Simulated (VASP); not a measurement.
Given:

```xyz
2
Lattice="0.0000 2.6116 2.6116 2.6116 0.0000 2.6116 2.6116 2.6116 0.0000" Properties=species:S:1:pos:R:3 pbc="T T T"
Y      0.0000     0.0000     0.0000
N      1.3058     1.3058     1.3058
```

These are PBEsol GGA, VASP's PBE PAW potentials (set 64) (plane waves; VASP 6.6.1) values and carry that method's errors. Run with 520 eV cut-off, Gaussian smearing of 0.050 eV, potentials Y_sv N.

Task: Give the energies of bands 6 to 11 at the high-symmetry points, in eV from the valence-band maximum.

Result: 
| band | Γ | X | U | L | W |
|---|---|---|---|---|---|
| 6 | -1.65 | -2.74 | -2.13 | -1.58 | -1.73 |
| 7 | -1.65 | -0.03 | -0.44 | -1.13 | -1.12 |
| 8 | -1.65 | -0.03 | -0.36 | -1.13 | 0.00 |
| 9 | 2.02 | 2.24 | 2.23 | 4.33 | 2.14 |
| 10 | 5.51 | 5.20 | 5.15 | 5.82 | 4.49 |
| 11 | 5.51 | 7.13 | 5.83 | 5.82 | 6.67 |

The gap is indirect, 2.02 eV, from the valence maximum at W to the conduction minimum at Γ.

The structure was generated: YN was put into the zinc blende type (F-43m), which need not be its known phase. It was relaxed first, which changed the volume by -35 %.
